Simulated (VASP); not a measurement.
Data:

```
BaZrO3
1.0
    4.20604     0.00000     0.00000
    0.00000     4.20604     0.00000
    0.00000     0.00000     4.20604
Ba Zr O
1 1 3
Cartesian
  0.00000   0.00000   0.00000
  2.10302   2.10302   2.10302
  2.10302   0.00000   2.10302
  0.00000   2.10302   2.10302
  2.10302   2.10302   0.00000
```

Method: MS2 meta-GGA, VASP's PBE PAW potentials (set 64) (plane waves; VASP). Settings: 520 eV cut-off, 6×6×6 Γ-centred mesh, tetrahedra with Blöchl corrections, potentials Ba_sv Zr_sv O.

Unless said otherwise, spin-orbit coupling is left out, though it shifts the bands of the heavy elements here.

### Question
Predict the energy per atom (σ→0), band gap (over mesh and band path) with the smallest direct gap where there is one.

### Answer

```json
{
  "band gap (over mesh and band path)": "3.43 eV",
  "smallest direct gap (over mesh and band path)": "3.72 eV",
  "energy per atom (σ→0)": "-8.592 eV/atom"
}
```

Only differences to runs with the same potentials and settings are physical.

The compound is BaZrO3 in the cubic perovskite structure. It was relaxed first.
